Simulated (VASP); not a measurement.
These are PBE GGA, VASP's PBE PAW potentials (set 64) (plane waves; VASP) values and carry that method's errors.

A VASP calculation is set up with these files.

INCAR:
```
SYSTEM = Os
ISIF = 2
SIGMA = 0.1   # width (eV)
EDIFF = 1E-6
ALGO = Normal
LWAVE = F
ENCUT = 400
LASPH = T   # aspherical one-centre terms
GGA = PE   # PBE
PREC = Accurate
LCHARG = F
ISMEAR = 1
LREAL = F   # projection in real space or not
LMAXMIX = 6   # l cut-off of mixed one-centre charges
NELM = 100   # most electronic steps
```

**KPOINTS**
```
Automatic mesh
0
Gamma
12 12 7
0 0 0
```

File POSCAR:
```
Os
1
    1.3650000000    -2.3642490000     0.0000000000
    1.3650000000     2.3642490000     0.0000000000
    0.0000000000     0.0000000000     4.3200000000
Os
2
Direct
  0.3333330000   0.6666670000   0.2500000000
  0.6666670000   0.3333330000   0.7500000000
```

POTCAR, in this order: Os (PBE.64 set). Program: vasp_std.

What VASP printed:

OSZICAR:
```
       N       E                     dE             d eps       ncg     rms          rms(c)
DAV:   1     0.809891200819E+02    0.80989E+02   -0.65661E+03  1824   0.103E+03
DAV:   2    -0.186074006551E+02   -0.99597E+02   -0.89509E+02  2004   0.360E+02
DAV:   3    -0.237816504786E+02   -0.51742E+01   -0.48542E+01  2180   0.686E+01
DAV:   4    -0.238850418272E+02   -0.10339E+00   -0.10316E+00  1976   0.925E+00
DAV:   5    -0.238863770209E+02   -0.13352E-02   -0.13350E-02  2136   0.854E-01    0.237E+01
DAV:   6    -0.228161267009E+02    0.10703E+01   -0.11233E+00  1984   0.972E+00    0.109E+01
DAV:   7    -0.224913907656E+02    0.32474E+00   -0.82494E-01  2044   0.819E+00    0.464E-01
DAV:   8    -0.224853378757E+02    0.60529E-02   -0.75855E-03  1868   0.721E-01    0.263E-01
DAV:   9    -0.224834510069E+02    0.18869E-02   -0.12854E-03  1976   0.429E-01    0.542E-02
DAV:  10    -0.224834884023E+02   -0.37395E-04   -0.51110E-05  2028   0.704E-02    0.105E-02
DAV:  11    -0.224834594249E+02    0.28977E-04   -0.60902E-06  1888   0.296E-02    0.104E-03
DAV:  12    -0.224834588577E+02    0.56721E-06   -0.12134E-07   952   0.388E-03
   1 F= -.22483459E+02 E0= -.22483365E+02  d E =-.280577E-03
```

OUTCAR:
```
------------------------ aborting loop because EDIFF is reached ----------------------------------------
  FORCE on cell =-STRESS in cart. coord.  units (eV):
  Direction    XX          YY          ZZ          XY          YZ          ZX
  --------------------------------------------------------------------------------------
  Total        1.7741477      1.7741472      1.6306257      0.0000000      0.0000000      0.0000000
  in kB      101.9437838    101.9437535     93.6969098      0.0000000      0.0000000      0.0000000
  external PRESSURE =      99.1948157 kB  Pullay stress =       0.0000000 kB
  volume of cell :       27.88
      direct lattice vectors                 reciprocal lattice vectors
     1.365000000 -2.364249000  0.000000000     0.366300366 -0.211483647  0.000000000
     1.365000000  2.364249000  0.000000000     0.366300366  0.211483647  0.000000000
     0.000000000  0.000000000  4.320000000     0.000000000  0.000000000  0.231481481
 POSITION                                       TOTAL-FORCE (eV/Angst)
 -----------------------------------------------------------------------------------
      1.36500      0.78808      1.08000        -0.000000     -0.000000      0.000000
      1.36500     -0.78808      3.24000         0.000000      0.000000      0.000000
 -----------------------------------------------------------------------------------
    total drift:                                0.000000      0.000021     -0.000020
  FREE ENERGIE OF THE ION-ELECTRON SYSTEM (eV)
  ---------------------------------------------------
  free  energy   TOTEN  =       -22.4834588577 eV

  energy  without entropy=      -22.4831782809  energy(sigma->0) =      -22.48336533
```
(Selected blocks of OUTCAR.)

The compound is Os in the hcp structure. The cell was not relaxed at this level.
